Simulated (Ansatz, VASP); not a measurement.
One calculation of NbSb, two programs

```
Nb Sb
1.0
     3.18207    0.00000    0.00000
    -1.59104    2.75575    0.00000
     0.00000    0.00000   10.13459
Nb Sb
2 2
Direct
  0.33333 0.66667 0.04888
  0.66667 0.33333 0.54888
  0.33333 0.66667 0.32712
  0.66667 0.33333 0.82712
```

Alike in both runs: functional PBE; k mesh 8 × 8 × 5; occupations fermi-dirac, width 0.05 eV; no spin polarisation.

Ansatz relaxed the structure, and its values are those at the end. VASP's run is a single point on that final structure, the one shown.

|  | VASP | Ansatz |
| --- | --- | --- |
| version | VASP 6.6.1 | Ansatz 0.2.0 |
| potentials or method | VASP PAW PBE potentials, release 64 (Nb_sv, Sb) | PAW with Ansatz's default frozen-core files, scalar-relativistic |
| plane-wave cutoff (eV) | 520 | 420 |
| valence electrons in the cell | 36 | 56 |

Ansatz gave:

```
pressure (GPa) : 0.0
```

Which values does VASP return?

Pressure (GPa): -0.2.

The two sets of potentials don't hold the same shells in valence.

Spin-orbit coupling is left out, which matters for the levels of Sb.
